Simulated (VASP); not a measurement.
Level of theory: PW91 GGA, VASP's PBE PAW potentials (set 64) (plane waves; VASP).

A VASP calculation is set up with these files.

### KPOINTS
```
Automatic mesh
0
Gamma
14 14 14
0 0 0
```

INCAR:
```
ALGO = Normal
EDIFF = 1E-6
EDIFFG = -0.01
ENCUT = 520
GGA = 91
IBRION = 2
ISIF = 3
ISMEAR = 1
LASPH = T
LCHARG = F
LMAXMIX = 4
LREAL = F
LWAVE = F
NELM = 100
NSW = 60
PREC = Accurate
SIGMA = 0.1
SYSTEM = Nb
```

### POSCAR
```
Nb
1.0
 -1.6500000000   1.6500000000   1.6500000000
  1.6500000000  -1.6500000000   1.6500000000
  1.6500000000   1.6500000000  -1.6500000000
Nb
1
Cart
  0.0000000000   0.0000000000   0.0000000000
```

POTCAR, in this order: Nb_sv (PBE.64 set). Program: vasp_std.

Predict the energy per atom (σ→0), volume per atom, band gap (on the k-mesh).

* **energy per atom (σ→0)**: -10176 meV/atom
* **band gap (on the k-mesh)**: none (metal, semimetal or under 0.01 eV)
* **volume per atom**: 18.13 Å³/atom

### OSZICAR
```
...
DAV:   1    -0.102116981080E+02   -0.37970E-01   -0.10882E+00  2562   0.167E+01    0.152E+00
DAV:   2    -0.101781188713E+02    0.33579E-01   -0.82560E-02  3084   0.415E+00    0.426E-01
DAV:   3    -0.101745571384E+02    0.35617E-02   -0.25493E-02  3234   0.181E+00    0.242E-01
DAV:   4    -0.101753318398E+02   -0.77470E-03   -0.93022E-04  2996   0.309E-01    0.129E-01
DAV:   5    -0.101760031855E+02   -0.67135E-03   -0.19328E-03  3526   0.321E-01    0.575E-02
DAV:   6    -0.101760012730E+02    0.19125E-05   -0.44044E-05  2326   0.957E-02    0.866E-03
DAV:   7    -0.101760014230E+02   -0.15000E-06   -0.66338E-06  2986   0.224E-02
   3 F= -.10176001E+02 E0= -.10175991E+02  d E =-.779358E-03
```

The compound is Nb in the bcc structure. This run relaxes it. Symmetry was kept, so distortions that lower it aren't found.
